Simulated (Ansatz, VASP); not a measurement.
# Al22P13SO68 (glassy 61Al2O3-39P2O5 (mol %)): VASP beside Ansatz

One calculation is typed for both programs; each brings its own data sets. How far apart do they land? Of the first pair: The structure shown is the start of the Ansatz relaxation below; VASP solves that cell, so the two are compared at the walk's first step.

Method: plane waves, with VASP 6.6.1 beside it; single point at PBE, in Ansatz 0.2.0.

## Step 1: Set-up

The cell holds 104 atoms: 22 Al, 13 P, 1 S and 68 O. Its edges and angles: a = 10.807 Å, b = 10.807 Å, c = 10.807 Å, α = 90.0°, β = 90.0°, γ = 90.0°. It derives from Al11P7O34 (glassy 61Al2O3-39P2O5 (mol %)). As first built, before any earlier steps moved the atoms (in the runner's words): 104 atoms (22 Al, 14 P, 68 O) placed at random at 2.66 g/cm^3, melted at 4000 K for 10 ps at fixed volume with the Morse and Coulomb pair potential with partial charges (Pedone, Malavasi, Menziani, Cormack and Segre, J. Phys. Chem. B 110, 11780 (2006)). Quenched from 4000 K to 300 K at 50 K/ps and fixed volume, held 10 ps at zero pressure. Nearest the centre at fractional (0.168, 0.838, 0.441): S36 at 0.00 Å, O97 at 1.51 Å, O75 at 1.51 Å, O45 at 1.52 Å, O51 at 1.68 Å, O64 at 2.61 Å, Al7 at 3.05 Å, P31 at 3.07 Å.

## Step 2: Ansatz: relaxation, PBE

Ansatz runs on its default PAW (the set named soft_2) files.

The two programs are compared at the cell with which this relaxation starts, whose forces are those of its first step.

Contents of input.yaml:

```yaml
crystal:
  lattice:
    - [10.80682, 0.0, 0.0]
    - [0.0, 10.80682, 0.0]
    - [0.0, 0.0, 10.80682]
  atoms:
    - { symbol: Al, position: [0.16768, 0.13303, 0.23904] }
    - { symbol: Al, position: [0.89369, 0.97817, 0.90432] }
[... 1 atom line left out ...]
    - { symbol: Al, position: [0.98866, 0.80883, 0.14219] }
[... 2 atom lines left out ...]
    - { symbol: Al, position: [0.45006, 0.83785, 0.43948] }
[... 1 atom line left out ...]
    - { symbol: Al, position: [0.46769, 0.5345, 0.47048] }
    - { symbol: Al, position: [0.92236, 0.99398, 0.36328] }
[... 1 atom line left out ...]
    - { symbol: Al, position: [0.08054, 0.12641, 0.57092] }
    - { symbol: Al, position: [0.02875, 0.79189, 0.68734] }
[... 1 atom line left out ...]
    - { symbol: Al, position: [0.84802, 0.98276, 0.65958] }
    - { symbol: Al, position: [0.75123, 0.74953, 0.57274] }
[... 1 atom line left out ...]
    - { symbol: Al, position: [0.36322, 0.06603, 0.58992] }
[... 4 atom lines left out ...]
    - { symbol: P, position: [0.24257, 0.66013, 0.81046] }
[... 5 atom lines left out ...]
    - { symbol: P, position: [0.79061, 0.58056, 0.92923] }
[... 1 atom line left out ...]
    - { symbol: P, position: [0.41622, 0.44419, 0.74375] }
[... 4 atom lines left out ...]
    - { symbol: P, position: [0.63503, 0.04448, 0.03616] }
[... 1 atom line left out ...]
    - { symbol: O, position: [0.28352, 0.21442, 0.32399] }
[... 3 atom lines left out ...]
    - { symbol: O, position: [0.31781, 0.77116, 0.76539] }
[... 1 atom line left out ...]
    - { symbol: O, position: [0.15455, 0.80725, 0.13784] }
    - { symbol: O, position: [0.07073, 0.90536, 0.36566], spin: 0.6 }
[... 1 atom line left out ...]
    - { symbol: O, position: [0.00119, 0.12558, 0.27484] }
[... 2 atom lines left out ...]
    - { symbol: O, position: [0.25585, 0.00778, 0.18556] }
    - { symbol: O, position: [0.14494, 0.6879, 0.40662], spin: 0.6 }
[... 1 atom line left out ...]
    - { symbol: O, position: [0.24098, 0.57052, 0.22666] }
    - { symbol: O, position: [0.43509, 0.68606, 0.47627] }
    - { symbol: O, position: [0.01401, 0.62888, 0.22023] }
    - { symbol: O, position: [0.98164, 0.93584, 0.75334] }
    - { symbol: O, position: [0.40698, 0.21471, 0.52383] }
    - { symbol: O, position: [0.57573, 0.89648, 0.35117] }
[... 1 atom line left out ...]
    - { symbol: O, position: [0.87584, 0.85723, 0.25196] }
    - { symbol: O, position: [0.38087, 0.0418, 0.75587] }
    - { symbol: O, position: [0.09328, 0.47095, 0.37656] }
[... 1 atom line left out ...]
    - { symbol: O, position: [0.21543, 0.05404, 0.53628] }
[... 3 atom lines left out ...]
    - { symbol: O, position: [0.7588, 0.03044, 0.33886] }
[... 2 atom lines left out ...]
    - { symbol: O, position: [0.73448, 0.68639, 0.41961] }
[... 3 atom lines left out ...]
    - { symbol: O, position: [0.15031, 0.82599, 0.57932], spin: 0.6 }
[... 1 atom line left out ...]
    - { symbol: O, position: [0.10724, 0.67096, 0.77193] }
[... 3 atom lines left out ...]
    - { symbol: O, position: [0.481, 0.96805, 0.53825] }
    - { symbol: O, position: [0.97333, 0.46019, 0.58267] }
[... 5 atom lines left out ...]
    - { symbol: O, position: [0.94571, 0.04521, 0.52428] }
[... 1 atom line left out ...]
    - { symbol: O, position: [0.09697, 0.27791, 0.49661] }
    - { symbol: O, position: [0.295, 0.53514, 0.74808] }
[... 2 atom lines left out ...]
    - { symbol: O, position: [0.08381, 0.1829, 0.7222] }
[... 2 atom lines left out ...]
    - { symbol: O, position: [0.29469, 0.86569, 0.39126], spin: 0.6 }
    - { symbol: O, position: [0.73923, 0.91437, 0.55616] }
[... 1 atom line left out ...]
    - { symbol: O, position: [0.90538, 0.73569, 0.60796] }
[... 1 atom line left out ...]
    - { symbol: O, position: [0.3859, 0.8142, 0.13815] }
[... 1 atom line left out ...]
    - { symbol: O, position: [0.1456, 0.30594, 0.90165] }
magnetization:
  spin_polarized: true
kpoints:
  mp_grid: { grid: [1, 1, 1] }
hamiltonian:
  xc: pbe
scf:
  occupations: { method: fermi_dirac, width: 0.025 }
  lower_state_search: "off"
output:
  forces: true
  eigenvalues: true
relax:
  f_tol: 0.05
  max_steps: 90
```

Started as:

```console
$ ansatz run input.yaml --threads 4 --pin off --max-ram 8192MiB --backend cpu --events-out ev --progress --plain --runs-dir out
```

Numbers of over 12 decimals in the logs are rounded to 6 here.

Log:

```text
Engine: ansatz 0.2.0, x86_64-unknown-linux-gnu
Pseudopotentials: kind: paw
Pseudopotential: Al, paw, valence charge 3, recommended cutoff 420 eV (normal), Al.paw.azcp
Pseudopotential: P, paw, valence charge 5, recommended cutoff 420 eV (normal), P.paw.azcp
Pseudopotential: S, paw, valence charge 6, recommended cutoff 420 eV (normal), S.paw.azcp
Pseudopotential: O, paw, valence charge 6, recommended cutoff 420 eV (normal), O.paw.azcp
Functional definition: PBE
  parameter kappa = 0.804
  parameter beta = 0.066725
  exchange = pbe_x(kappa = kappa, mu = beta*pi^2/3)
  correlation = pbe_c(beta = beta)
Crystal: 104 atoms, lattice volume = 1262.100 Å³
Basis set: ecut = 420 eV, 24837 PW (Γ), exchange–correlation on 150×150×150 points (8 copies of the dense FFT grid, shifted against one another)
Bands: 378, of which v1, the nominal top of the filled ones, is band 273 counted from 1 (272 counted from 0)
Symmetry: 1 space group operations
Space group: P1 (ITA 1), of the structure as read, at distance tolerance 1.1e-4 Å
Magnetic group: BNS 1.1 (UNI 1), of the structure as read, at distance tolerance 1.1e-4 Å
k-points: 1
Non-local potential: Al, projectors of the file, l = 0: 2, l = 1: 2, l = 2: 1
Non-local potential: P, projectors of the file, l = 0: 2, l = 1: 2, l = 2: 2
Non-local potential: S, projectors of the file, l = 0: 2, l = 1: 2, l = 2: 2
Non-local potential: O, projectors of the file, l = 0: 2, l = 1: 2, l = 2: 1
PAW form: soft (Blöchl's): semilocal exchange-correlation on the pseudo side does not see the compensation charge
PAW one-centre angular grid: Al, 110 points (default); XC on 64 Gauss nodes
PAW one-centre angular grid: P, 110 points (default); XC on 64 Gauss nodes
PAW one-centre angular grid: S, 110 points (default); XC on 64 Gauss nodes
PAW one-centre angular grid: O, 110 points (default); XC on 64 Gauss nodes
Initial density: superposition of atomic densities (chi_scale 0.1, normalization cell, long waves kept (reshape's long-wave potential 0.43 eV rms))
Starting moments: Σ|m| = 3 μB on 5 of 104 sites
Initial wavefunctions: pseudopotential atomic-orbital guess
Functional: x = pbe(κ = 0.804, μ = 0.219515), c = pbe(β = 0.066725)
SCF iter   1: F=—  HF=-61290.704074 eV  |F-HF|=—  |Δ(HF+E_count)|=         —  Δρ=6.75e-2 (↑6.62e-2 ↓6.75e-2)  dr2=2.30e2  dr2_m=1.24e0  M=0.156 μB ∫|m|=0.465 μB  β_m=0.30  ethr=3.10e-3  ⟨swp⟩=8.0  Hψ=3704  notcnv=0  defer=59
preconditioner: auto → Kerker (q_TF=auto, 2.372 Å⁻¹)  [metal: Δε(μ)=0.016 eV  Ē_g=13.698 eV  σ=0.025 eV  W_gap=0.16  n_scr=256 (ndim 8)  ℏωp=21.2 eV  f_vac=0.038  D(μ)=19.51/eV (n_scr^D=92)]
spin=Collinear: Kerker preconditioning applied to the charge; magnetization (m = ρ↑ − ρ↓) channel mixes plain (no charge-response kernel on spin).
SCF iter   2: F=—  HF=-61246.034222 eV  |F-HF|=—  |Δ(HF+E_count)|=    4.47e1  Δρ=3.62e-2 (↑3.60e-2 ↓3.62e-2)  dr2=8.17e1  dr2_m=6.47e-1  M=0.181 μB ∫|m|=0.403 μB  β_m=0.30  ethr=3.10e-3  ⟨swp⟩=3.0  Hψ=1418  notcnv=0  defer=200
SCF iter   3: F=—  HF=-61228.067439 eV  |F-HF|=—  |Δ(HF+E_count)|=    1.80e1  Δρ=1.92e-2 (↑1.92e-2 ↓1.80e-2)  dr2=1.89e1  dr2_m=3.36e-1  M=0.273 μB ∫|m|=0.408 μB  β_m=0.30  ethr=3.10e-3  ⟨swp⟩=4.0  Hψ=1426  notcnv=0  defer=195
SCF iter   4: F=—  HF=-61225.111161 eV  |F-HF|=—  |Δ(HF+E_count)|=    2.96e0  Δρ=5.82e-3 (↑5.61e-3 ↓5.82e-3)  dr2=5.29e0  dr2_m=1.12e-1  M=0.768 μB ∫|m|=0.828 μB  β_m=0.30  ethr=3.10e-3  ⟨swp⟩=4.0  Hψ=1390  notcnv=0  defer=192
SCF iter   5: F=—  HF=-61224.793622 eV  |F-HF|=—  |Δ(HF+E_count)|=   3.18e-1  Δρ=5.53e-3 (↑5.53e-3 ↓5.10e-3)  dr2=3.86e0  dr2_m=5.41e-2  M=0.861 μB ∫|m|=0.906 μB  β_m=0.30  ethr=9.70e-4  ⟨swp⟩=4.5  Hψ=602  notcnv=0  defer=192
SCF iter   6: F=—  HF=-61224.215317 eV  |F-HF|=—  |Δ(HF+E_count)|=   5.78e-1  Δρ=4.59e-3 (↑4.59e-3 ↓3.40e-3)  dr2=1.96e0  dr2_m=3.93e-2  M=0.756 μB ∫|m|=0.812 μB  β_m=0.30  ethr=7.09e-4  ⟨swp⟩=4.0  Hψ=1310  notcnv=0  defer=192
SCF iter   7: F=—  HF=-61224.044934 eV  |F-HF|=—  |Δ(HF+E_count)|=   1.70e-1  Δρ=3.14e-3 (↑3.14e-3 ↓2.99e-3)  dr2=1.36e0  dr2_m=1.76e-2  M=0.832 μB ∫|m|=0.875 μB  β_m=0.30  ethr=3.59e-4  ⟨swp⟩=3.0  Hψ=740  notcnv=0  defer=197
Mixer restart at iter 7: flushing history
spin-set hold released at iteration 7 (site moments contracting): the magnetisation degrees of freedom join the quasi-Newton model from the next iteration; the mixer history was flushed
SCF iter   8: F=—  HF=-61224.014141 eV  |F-HF|=—  |Δ(HF+E_count)|=   3.08e-2  Δρ=2.27e-3 (↑2.06e-3 ↓2.27e-3)  dr2=1.08e0  dr2_m=1.07e-2  M=0.883 μB ∫|m|=0.925 μB  β_m=0.65  ethr=2.49e-4  ⟨swp⟩=2.5  Hψ=789  notcnv=0  defer=201
SCF iter   9: F=—  HF=-61223.955348 eV  |F-HF|=—  |Δ(HF+E_count)|=   5.88e-2  Δρ=9.17e-4 (↑9.17e-4 ↓8.89e-4)  dr2=6.27e-1  dr2_m=6.34e-4  M=0.975 μB ∫|m|=1.035 μB  β_m=0.82  ethr=1.98e-4  ⟨swp⟩=3.0  Hψ=842  notcnv=0  defer=202
[...]
--- Relaxed structure (16 steps of the walk, 14 accepted, 0 SCFs on fresh bases) ---
  F+E_penalty+E_count = -61225.59416930 eV   max|allowed force component| = 2.610e-2 eV/Å
  atoms:
    - { symbol: Al, position: [0.162999, 0.135864, 0.236409] }
    - { symbol: Al, position: [0.897574, 0.975430, 0.908131] }
    - { symbol: Al, position: [0.554029, 0.472074, 0.00378034] }
    - { symbol: Al, position: [0.991332, 0.801715, 0.146591] }
    - { symbol: Al, position: [0.381521, 0.899232, 0.847212] }
    - { symbol: Al, position: [0.453328, 0.173339, 0.838110] }
    - { symbol: Al, position: [0.454195, 0.839503, 0.443577] }
    - { symbol: Al, position: [0.640805, 0.011790, 0.467116] }
    - { symbol: Al, position: [0.459112, 0.535362, 0.467217] }
    - { symbol: Al, position: [0.921518, 1.003128, 0.361510] }
    - { symbol: Al, position: [0.887910, 0.259561, 0.246335] }
    - { symbol: Al, position: [0.080869, 0.121961, 0.576540] }
    - { symbol: Al, position: [0.027253, 0.790952, 0.679508] }
    - { symbol: Al, position: [0.656263, 0.800794, 0.819796] }
    - { symbol: Al, position: [0.847446, 0.983738, 0.661996] }
    - { symbol: Al, position: [0.748925, 0.750203, 0.573566] }
    - { symbol: Al, position: [0.532767, 0.764822, 0.071266] }
    - { symbol: Al, position: [0.369595, 0.070610, 0.596088] }
    - { symbol: Al, position: [0.872510, 0.428136, 0.709440] }
    - { symbol: Al, position: [0.908356, 0.513602, 0.156026] }
    - { symbol: Al, position: [0.310785, 0.567099, 0.069856] }
    - { symbol: Al, position: [0.714039, 0.884786, 0.258081] }
    - { symbol: P, position: [0.245014, 0.660835, 0.803041] }
    - { symbol: S, position: [0.165021, 0.844686, 0.423723] }
    - { symbol: P, position: [0.589531, 0.255577, 0.202508] }
    - { symbol: P, position: [0.00298543, 0.372638, 0.465712] }
    - { symbol: P, position: [0.379498, 0.273587, 0.400998] }
    - { symbol: P, position: [0.697958, 0.216376, 0.663589] }
    - { symbol: P, position: [0.791993, 0.583014, 0.933011] }
    - { symbol: P, position: [0.266803, 0.892007, 0.104556] }
    - { symbol: P, position: [0.420002, 0.444778, 0.741806] }
    - { symbol: P, position: [0.129911, 0.573436, 0.305747] }
    - { symbol: P, position: [0.679244, 0.614600, 0.310405] }
    - { symbol: P, position: [0.247738, 0.285764, 0.00543112] }
    - { symbol: P, position: [0.027765, 0.229632, 0.846503] }
    - { symbol: P, position: [0.638027, 0.045814, 0.041772] }
    - { symbol: O, position: [0.573862, 0.526136, 0.345362] }
    - { symbol: O, position: [0.278318, 0.204943, 0.333571] }
    - { symbol: O, position: [0.944576, 0.867561, 0.013358] }
    - { symbol: O, position: [0.513648, 0.820680, 0.908866] }
    - { symbol: O, position: [0.473791, 0.601101, 0.068867] }
    - { symbol: O, position: [0.320846, 0.771970, 0.758189] }
    - { symbol: O, position: [0.707688, 0.698172, 0.943233] }
    - { symbol: O, position: [0.157597, 0.807126, 0.144175] }
    - { symbol: O, position: [0.092763, 0.949930, 0.363544] }
    - { symbol: O, position: [0.506593, 0.481211, 0.848447] }
    - { symbol: O, position: [-0.00518079, 0.130230, 0.266089] }
    - { symbol: O, position: [0.763546, 0.924155, 0.815247] }
    - { symbol: O, position: [0.886931, 0.327117, 0.400122] }
    - { symbol: O, position: [0.252744, 0.014637, 0.173973] }
    - { symbol: O, position: [0.172301, 0.641613, 0.418319] }
    - { symbol: O, position: [0.268751, 0.918621, 0.964309] }
    - { symbol: O, position: [0.230870, 0.548623, 0.209734] }
    - { symbol: O, position: [0.434422, 0.688682, 0.477574] }
    - { symbol: O, position: [0.015560, 0.628744, 0.229852] }
    - { symbol: O, position: [0.983325, 0.932259, 0.752268] }
    - { symbol: O, position: [0.409451, 0.218258, 0.526030] }
    - { symbol: O, position: [0.578740, 0.895625, 0.353246] }
    - { symbol: O, position: [0.905934, 0.602162, 0.018334] }
    - { symbol: O, position: [0.885052, 0.858286, 0.262583] }
[...]
- { symbol: O, position: [0.296031, 0.877297, 0.394594] }
    - { symbol: O, position: [0.738613, 0.915606, 0.558515] }
    - { symbol: O, position: [0.742800, 0.352209, 0.648346] }
    - { symbol: O, position: [0.903728, 0.732355, 0.603873] }
    - { symbol: O, position: [0.592403, 0.217373, 0.759178] }
    - { symbol: O, position: [0.388017, 0.822187, 0.139558] }
    - { symbol: O, position: [0.571726, 0.118542, 0.156492] }
    - { symbol: O, position: [0.143085, 0.304372, 0.904626] }
```

## Step 3: VASP: single point, PBE, start cell, pair 1

The same cell, functional, mesh and smearing now go to VASP, with its own data sets.

Lines of VASP's logs that name or quote its potential files are left out, and so is its time.

Contents of INCAR:

```
SYSTEM = Al22P13SO68
PREC = Accurate
ENCUT = 520
EDIFF = 1E-06
NELM = 200
ISMEAR = -1
SIGMA = 0.025
LREAL = Auto
ALGO = Normal
GGA = PE
NBANDS = 352
ISPIN = 2
MAGMOM = 0 0 0 -0 0 0 0 0 0 -0 0 0 0 0 0 0 0 0 -0 -0 0 -0 0 0 0 0 0 -0 0 0 0 0 0 0 0 0.11 -0 0 0 0 0 0 0 0 0.13 0 0.01 0 0 0 0.14 0 0 0 -0 0 0 0 0 -0 0 0.01 0 0.02 0 0 0 0 0 0 0 0 0 0 0.08 0 0 0 0 0 0 -0 -0 0 0 0 0 0 -0 0 0 -0 0 0 0 0 0.07 0 0 0 0 0 0 0
LORBIT = 11
LWAVE = .FALSE.
LCHARG = .FALSE.
ISIF = 2
LASPH = .TRUE.
GGA_COMPAT = .FALSE.
NCORE = 2
```

Contents of POSCAR:

```
Al22P13SO68
1.0
   10.8068200000      0.0000000000      0.0000000000
    0.0000000000     10.8068200000      0.0000000000
    0.0000000000      0.0000000000     10.8068200000
Al P S O
22 13 1 68
Direct
    0.1676811495      0.1330271070      0.2390434929
    0.8936856541      0.9781693412      0.9043178289
[... 1 atom line left out ...]
    0.9886627148      0.8088318303      0.1421879887
[... 2 atom lines left out ...]
    0.4500583891      0.8378505425      0.4394817347
[... 1 atom line left out ...]
    0.4676861463      0.5344958091      0.4704806779
    0.9223619899      0.9939834290      0.3632798548
[... 1 atom line left out ...]
    0.0805417320      0.1264109146      0.5709172541
    0.0287503632      0.7918888258      0.6873437329
[... 1 atom line left out ...]
    0.8480200466      0.9827590355      0.6595834852
    0.7512293163      0.7495266878      0.5727401770
[... 1 atom line left out ...]
    0.3632243343      0.0660323759      0.5899237704
[... 4 atom lines left out ...]
    0.2425690444      0.6601294368      0.8104604315
[... 5 atom lines left out ...]
    0.2672201443      0.8902156231      0.1069787412
[... 1 atom line left out ...]
    0.1260407780      0.5925424871      0.3039654588
[... 4 atom lines left out ...]
    0.1674683209      0.8375174196      0.4413231644
[... 1 atom line left out ...]
    0.2835246631      0.2144201532      0.3239898509
[... 3 atom lines left out ...]
    0.3178085690      0.7711611741      0.7653870426
[... 1 atom line left out ...]
    0.1545505523      0.8072494962      0.1378388832
    0.0707331111      0.9053634649      0.3656579826
[... 1 atom line left out ...]
    0.0011936907      0.1255781072      0.2748357056
[... 2 atom lines left out ...]
    0.2558476962      0.0077821228      0.1855587490
    0.1449362532      0.6878989379      0.4066228548
[... 1 atom line left out ...]
    0.2409774568      0.5705193572      0.2266624224
    0.4350863621      0.6860575081      0.4762733163
    0.0140096717      0.6288806513      0.2202312984
    0.9816393722      0.9358442169      0.7533390951
    0.4069837380      0.2147070091      0.5238266206
    0.5757290304      0.8964801857      0.3511671333
[... 1 atom line left out ...]
    0.8758358148      0.8572271954      0.2519612615
    0.3808705984      0.0417976796      0.7558745311
    0.0932836857      0.4709526022      0.3765585066
[... 1 atom line left out ...]
    0.2154287755      0.0540399488      0.5362817184
[... 3 atom lines left out ...]
    0.7587986105      0.0304437383      0.3388600902
[... 2 atom lines left out ...]
    0.7344806335      0.6863906311      0.4196053973
[... 3 atom lines left out ...]
    0.1503124879      0.8259876633      0.5793193557
[... 1 atom line left out ...]
    0.1072378368      0.6709559334      0.7719292077
[... 3 atom lines left out ...]
    0.4810018118      0.9680461042      0.5382526960
    0.9733298047      0.4601908795      0.5826690923
[... 5 atom lines left out ...]
    0.9457083582      0.0452121901      0.5242800380
[... 1 atom line left out ...]
    0.0969665452      0.2779078397      0.4966123244
    0.2949988988      0.5351435482      0.7480831549
[... 2 atom lines left out ...]
    0.0838081878      0.1829030186      0.7222013506
[... 2 atom lines left out ...]
    0.2946935361      0.8656940710      0.3912621844
    0.7392276359      0.9143670386      0.5561580557
[... 1 atom line left out ...]
    0.9053819718      0.7356928310      0.6079586779
[... 1 atom line left out ...]
    0.3859044566      0.8141988115      0.1381534994
[... 1 atom line left out ...]
    0.1456024992      0.3059364364      0.9016528451
```

Contents of KPOINTS:

```
Automatic mesh
0
Gamma
1 1 1
0 0 0
```

PAW data sets: Al, P, S and O (PBE family, release 64).

Started as:

```console
$ mpirun -np 8 vasp_gam
```

Log:

```text
[banner, memory and clock lines left out]
running    8 mpi-ranks, on    1 nodes
[...]
LDA part: xc-table for (Slater+PW92), standard interpolation
 POSCAR, INCAR and KPOINTS ok, starting setup
[...]
entering main loop
       N       E                     dE             d eps       ncg     rms          rms(c)
DAV:   1     0.494470090164E+04    0.49447E+04   -0.32551E+05  1432   0.153E+03
DAV:   2    -0.441229186036E+03   -0.53859E+04   -0.51973E+04  1736   0.373E+02
DAV:   3    -0.855313928412E+03   -0.41408E+03   -0.41095E+03  1688   0.110E+02
DAV:   4    -0.863461148836E+03   -0.81472E+01   -0.81053E+01  1704   0.165E+01
[...]
DAV:  18    -0.751575825044E+03   -0.50894E-05   -0.14357E-04  1688   0.285E-02    0.269E-02
DAV:  19    -0.751575823216E+03    0.18275E-05   -0.11903E-05  1688   0.901E-03    0.236E-02
DAV:  20    -0.751575822734E+03    0.48296E-06   -0.32687E-06  1432   0.480E-03
   1 F= -.75157582E+03 E0= -.75157512E+03  d E =-.141199E-02  mag=     0.9910
```

From OUTCAR (step 3):

```text
  Total        8.2818120     19.8204542     20.4782205     -4.2245701      6.5007782     11.1179595
  in kB       10.5133760     25.1611468     25.9961506     -5.3628956      8.2524363     14.1137337
  external PRESSURE =      20.5568911 kB  Pullay stress =       0.0000000 kB

  FREE ENERGIE OF THE ION-ELECTRON SYSTEM (eV)
  ---------------------------------------------------
  free  energy   TOTEN  =      -751.5758227335 eV

  energy  without entropy=     -751.5744107460  energy(sigma->0) =     -751.57511674

 magnetization (x)
# of ion       s       p       d       tot
------------------------------------------
    1        0.004   0.001   0.000   0.005
    2        0.001   0.000   0.000   0.001
    3        0.001   0.000   0.000   0.001
    4        0.004   0.001   0.000   0.005
    5        0.001   0.000   0.000   0.001
    6        0.001   0.000   0.000   0.001
    7        0.005   0.003   0.000   0.008
    8        0.001   0.000   0.000   0.001
    9        0.001   0.000   0.000   0.001
   10        0.008   0.003   0.000   0.011
   11        0.004   0.001   0.000   0.005
   12        0.002   0.000   0.000   0.002
   13        0.006   0.003   0.000   0.009
[...]
--------------------------------------------------
tot          0.399   0.232   0.000   0.631

[... 3 further parts left out ...]
[key lines of the parts left out:]
E-fermi :   6.2689
```

The run ends at a pressure of 2.06 GPa, with forces up to 1.7 eV/Å.

[end of part 1 of 2]

[Lines on the potential files, build, host, timing and source positions are cut from VASP's logs without a mark.]

[Logs are printed without paths, hosts, clocks, repeated set-up lines and the standing remarks that a program may print on its own settings, such as how far it seeks lower states.]

[Hosts, paths, dates, database ids (printed as entryN), source tags and the programs' standing remarks are cut or masked in the printed files.]
